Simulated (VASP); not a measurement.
```yaml
crystal:
  lattice:
    - [0.00000, 3.01165, 3.01165]
    - [3.01165, 0.00000, 3.01165]
    - [3.01165, 3.01165, 0.00000]
  atoms:
    - { symbol: Cd, position: [0.00000, 0.00000, 0.00000] }
    - { symbol: Se, position: [0.25000, 0.25000, 0.25000] }
```

Level of theory: optB86b-vdW, VASP's PBE PAW potentials (set 64) (plane waves; VASP). Run with 520 eV cut-off, 8×8×8 Γ-centred mesh, Gaussian smearing of 0.050 eV, potentials Cd Se.

Question: Estimate the energy per atom (σ→0), pressure, band gap (on the k-mesh) with the smallest direct gap where there is one.

Answer: 
| Property | Value |
|---|---|
| band gap (on the k-mesh) | 0.56 eV |
| smallest direct gap (on the k-mesh) | 0.56 eV |
| energy per atom (σ→0) | -0.324 eV/atom |
| pressure | 3.51 GPa |

The compound is CdSe in the zinc blende structure, whereas wurtzite is the usual form. This cell is one point of a volume scan, at 0.94 of the reference volume.
